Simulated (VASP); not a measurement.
Energy against volume of C (diamond). All values below come from RPBE GGA, VASP's PBE PAW potentials (set 64) (plane waves; VASP). Numerical set-up: 520 eV cut-off, 13×13×13 Γ-centred mesh, Gaussian smearing of 0.050 eV, potentials C.

```csv
V (Å³/atom),E (eV/atom)
5.437,-8.58689
5.611,-8.61002
5.785,-8.61739
5.958,-8.61106
```

Fit these four points and predict the energy of the run at 6.132 Å³/atom.

A cubic in V^(−2/3), the third-order Birch-Murnaghan form, passes through the four points with V0 = 5.79 Å³/atom and B0 = 420 GPa, and gives -8.5927 eV/atom there. The run gave -8.5929 eV/atom, -0.2 meV/atom from the fit; all five points give B0 = 419 GPa.

The compound is C in the diamond structure. It was relaxed first.
